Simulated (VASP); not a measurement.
Input:

```
CELL_PARAMETERS angstrom
      4.40030     0.00000     0.00000
      0.00000     4.40030     0.00000
      0.00000     0.00000     6.17613
ATOMIC_POSITIONS crystal
  Cd 0.50000 0.00000 0.76745
  Cd 0.00000 0.50000 0.23255
  Te 0.00000 0.00000 0.50000
  Se 0.50000 0.50000 0.00000
```

Calculation: LDA (Ceperley-Alder, Perdew-Zunger), VASP's LDA PAW potentials (set 64) (plane waves; VASP 6.6.1). Run with 400 eV cut-off, Gaussian smearing of 0.050 eV, potentials Cd Te Se.

Unless said otherwise, spin-orbit coupling is left out, though it shifts the bands of the heavy elements here.

Problem. Give the energies of bands 13 to 21 at the high-symmetry points, in eV from the valence-band maximum.

Solution. 
```
band      Γ      X      M      Z      R      A
----  -----  -----  -----  -----  -----  -----
13    -4.47  -3.97  -4.54  -3.03  -4.88  -4.42
14    -2.16  -3.92  -4.54  -2.59  -4.65  -4.42
15    -2.16  -2.34  -2.27  -1.61  -1.31  -2.57
16    -0.07  -2.31  -2.04  -1.61  -0.93  -2.51
17     0.00  -1.33  -2.04  -0.84  -0.83  -2.51
18     0.00  -0.53  -1.84  -0.84  -0.48  -2.38
19     0.38   2.98   2.46   2.88   1.48   4.50
20     2.65   3.63   2.61   3.06   2.31   4.51
21     2.94   4.86   3.00   3.42   5.46   4.51
```

The gap is direct, 0.38 eV, from the valence maximum at Γ to the conduction minimum at Γ.

The structure comes from a computed database's Cd2TeSe entry (P-4m2); how it stands against other phases isn't given here. It was relaxed first, which changed the volume by -7 %.
